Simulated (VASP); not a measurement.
Data:

```
ZrC
1.0
    0.00000     2.35000     2.35000
    2.35000     0.00000     2.35000
    2.35000     2.35000     0.00000
Zr C
1 1
Direct
  0.00000   0.00000   0.00000
  0.50000   0.50000   0.50000
```

These are vdW-DF2, VASP's PBE PAW potentials (set 64) (plane waves; VASP 6.6.1) values and carry that method's errors. Numerical set-up: 520 eV cut-off, 12×12×12 Γ-centred mesh, first-order Methfessel-Paxton smearing of 0.10 eV, potentials Zr_sv C.

Energy and stress use the plane-wave basis of the starting cell.

Question: The ions, cell shape and volume are relaxed. Predict the relaxed structure.

Answer: 
```
ZrC
1.0
    0.00000     2.39671     2.39671
    2.39671     0.00000     2.39671
    2.39671     2.39671     0.00000
Zr C
1 1
Direct
  0.00000   0.00000   0.00000
  0.50000   0.50000   0.50000
```
Space group Fm-3m (225), at a tolerance of 0.03 Å.

Question: How do energy and volume change from the first to the last step?

Answer: The energy (σ→0) changes by -31.0 meV/atom and the volume by +6.1 %, in 4 ionic steps.

```json
[
 {"step": "1", "E(σ→0) (eV)": "-14.3624", "max force (eV/Å)": "0.000", "pressure (GPa)": "13.27", "volume (Å³)": "25.96"},
 {"step": "2", "E(σ→0) (eV)": "-14.2863", "max force (eV/Å)": "0.000", "pressure (GPa)": "-15.31", "volume (Å³)": "30.21"},
 {"step": "3", "E(σ→0) (eV)": "-14.4244", "max force (eV/Å)": "0.000", "pressure (GPa)": "-0.30", "volume (Å³)": "27.57"},
 {"step": "4", "E(σ→0) (eV)": "-14.4245", "max force (eV/Å)": "0.000", "pressure (GPa)": "-0.02", "volume (Å³)": "27.53"}
]
```

The compound is ZrC in the rock salt structure. This run relaxes it. Symmetry was kept, so distortions that lower it aren't found.
